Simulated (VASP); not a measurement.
Given:

```
CELL_PARAMETERS angstrom
      2.27460    -3.93972     0.00000
      2.27460     3.93972     0.00000
      0.00000     0.00000     6.04860
ATOMIC_POSITIONS crystal
  Te 0.00000 0.26300 0.66667
  Te 0.73700 0.73700 0.00000
  Te 0.26300 0.00000 0.33333
```

Method: PBE GGA, VASP's PBE PAW potentials (set 64) (plane waves; VASP). Run with 400 eV cut-off, 4×4×3 Γ-centred mesh, Gaussian smearing of 0.050 eV, potentials Te.

Problem. Give the stress tensor in GPa (positive for a compressed cell).

Solution. 
```
-0.33   0.00   0.00
 0.00  -0.33   0.00
 0.00   0.00  -1.37
```
The pressure is its mean diagonal, -0.68 GPa.

The compound is Te in the trig structure. The cell was not relaxed at this level.
